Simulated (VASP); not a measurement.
Method: r2SCAN+rVV10, VASP's PBE PAW potentials (set 64) (plane waves; VASP 6.6.1).

The input files of a VASP run:

### POSCAR
```
TiB2
1
    1.5118865240    -2.6186643013     0.0000000000
    1.5118865240     2.6186643013     0.0000000000
    0.0000000000    -0.0000000000     3.2230896297
Ti B
1 2
Direct
  0.0000000000   0.0000000000   0.0000000000
  0.3333330000   0.6666670000   0.5000000000
  0.6666670000   0.3333330000   0.5000000000
```

### INCAR
```
SYSTEM  =  TiB2
PREC  =  Accurate; ENCUT  =  520; LREAL  =  .FALSE.
LASPH  =  .TRUE.
EDIFF  =  1E-7; NELM  =  100; ALGO  =  Normal
LMAXMIX  =  4; LMIXTAU  =  .TRUE.
ISMEAR  =  -5
METAGGA  =  R2SCAN; LUSE_VDW  =  .TRUE.; BPARAM  =  11.95
CPARAM  =  0.0093
ISIF  =  2
LWAVE  =  .FALSE.; LCHARG  =  .FALSE.; LORBIT  =  11
NEDOS  =  601
LEFG  =  .TRUE.
```

### KPOINTS_OPT
```
k-points along high-symmetry lines
6
Line-mode
Reciprocal
  0.000000   0.000000   0.000000 ! GAMMA
 -0.000000   0.500000   0.000000 ! M

 -0.000000   0.500000   0.000000 ! M
 -0.333333   0.666667   0.000000 ! K

 -0.333333   0.666667   0.000000 ! K
  0.000000   0.000000   0.000000 ! GAMMA

  0.000000   0.000000   0.000000 ! GAMMA
  0.000000   0.000000   0.500000 ! A

  0.000000   0.000000   0.500000 ! A
 -0.000000   0.500000   0.500000 ! L

 -0.000000   0.500000   0.500000 ! L
 -0.333333   0.666667   0.500000 ! H

 -0.333333   0.666667   0.500000 ! H
  0.000000   0.000000   0.500000 ! A

 -0.000000   0.500000   0.500000 ! L
 -0.000000   0.500000   0.000000 ! M

 -0.333333   0.666667   0.500000 ! H
 -0.333333   0.666667   0.000000 ! K
```

### KPOINTS
```
K-points
0
Gamma
 13 13 11
0 0 0
```

POTCAR, in this order: Ti_sv B (PBE.64 set). Program: vasp_std.

Q: What will the output report for the number of irreducible k-points (NKPTS), largest plane-wave count, number of space-group operations, FFT grid (NGX, NGY, NGZ)?

A: 
The number of irreducible k-points (NKPTS) is 126 and the largest plane-wave count is 719. The number of space-group operations is 24 and the FFT grid (NGX, NGY, NGZ) is 24 × 24 × 24.

The compound is TiB2 in the AlB2 type structure. It was relaxed first.
